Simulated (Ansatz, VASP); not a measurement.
**Two plane-wave programs on TaBr2**

File INCAR:

```
PREC = Accurate
ENCUT = 520
EDIFF = 1E-6
ISMEAR = 0
SIGMA = 0.1
LREAL = F
LASPH = T
NELM = 80
ALGO = Normal
ISIF = 2
LWAVE = F
LCHARG = F
GGA = PE
NBANDS = 20
```

File KPOINTS:

```
Automatic mesh
0
Gamma
  4 4 4
```

The input POSCAR:

```
TaBr2
1.0
    4.3407973300      0.0000000000      0.0000000000
    0.0000000000      4.3407973300      0.0000000000
    0.0000000000      0.0000000000      4.9542496400
Ta Br
1 2
Direct
    0.5000000000      0.5000000000      0.0000000000
    0.0000000000      0.0000000000      0.5000000000
    0.0000000000      0.0000000000      0.0000000000
```

Input for Ansatz:

```yaml
crystal:
  lattice:
    - [4.34079733, 0.0, 0.0]
    - [0.0, 4.34079733, 0.0]
    - [0.0, 0.0, 4.95424964]
  atoms:
    - { symbol: Ta, position: [0.5, 0.5, 0.0] }
    - { symbol: Br, position: [0.0, 0.0, 0.5] }
    - { symbol: Br, position: [0.0, 0.0, 0.0] }
basis:
  ecutwfc: 420
kpoints:
  mp_grid: { grid: [4, 4, 4] }
hamiltonian:
  xc: pbe
scf:
  occupations: { method: gaussian, width: 0.1 }
  lower_state_search: "off"
output:
  forces: true
  stress: true
  eigenvalues: true
```

Alike in both runs: task single point; functional PBE; k mesh 4 × 4 × 4; occupations gaussian, width 0.1 eV; no spin polarisation.

|  | VASP | Ansatz |
| --- | --- | --- |
| version | VASP 6.6.1 | Ansatz 0.2.0 |
| potentials or method | VASP PAW PBE potentials, release 64 (Ta_pv, Br) | scalar-relativistic, plane waves, PAW |
| plane-wave cutoff (eV) | 520 | 420 |
| valence electrons in the cell | 25 | 27 |

|  | VASP | Ansatz | Ansatz less VASP |
| --- | --- | --- | --- |
| gap on the k mesh at the Fermi level (eV) | none | none | - |
| pressure (GPa) | 1.1 | 1.1 | -0.01 |
| largest component of the traceless stress (GPa) | 16.79 | 16.83 | +0.034 |

A gap of «none» marks a metal or a gap that the smearing closes. With one functional, cell and mesh, what is left measures potentials, basis and numerics. The two sets of potentials don't hold the same shells in valence.

Caveats: the k mesh is coarse (spacing up to 0.36 Å⁻¹), so the values aren't converged; an odd number of electrons without spin polarisation forces a metal; a magnetic or distorted state may lie lower. Spin-orbit coupling is left out, which matters for the levels of Ta.
